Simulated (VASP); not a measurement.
Energy against volume of SiC (zinc blende). All values below come from PBE GGA, VASP's PBE PAW potentials (set 64) (plane waves; VASP).

```
V (Å³/atom)  E (eV/atom)
-----------  -----------
9.869           -7.50252
10.184          -7.52374
10.499          -7.53042
10.814          -7.52454
11.129          -7.50783
```

Question: Fit a third-order Birch-Murnaghan equation of state.

Answer: 
```json
{
  "volume_per_atom": "10.50 Å³/atom",
  "bulk_modulus": "212 GPa",
  "pressure_derivative_of_the_bulk_modulus": "3.92",
  "lattice_constant_a": "4.380 Å"
}
```

Measured: bulk modulus 229 GPa at 0 K (computed value off by -7.4 %), as given by Daniel Mejia-Rodriguez et al., Physical Review B (2018), arXiv:1807.09216 [0 K value with the zero-point phonon effect removed]; a 4.346 Å at 0 K (computed value off by +0.8 %), as given by Daniel Mejia-Rodriguez et al., Physical Review B (2018), arXiv:1807.09216 [static lattice: zero-point anharmonic expansion removed].

The compound is SiC in the zinc blende structure. It was relaxed first.
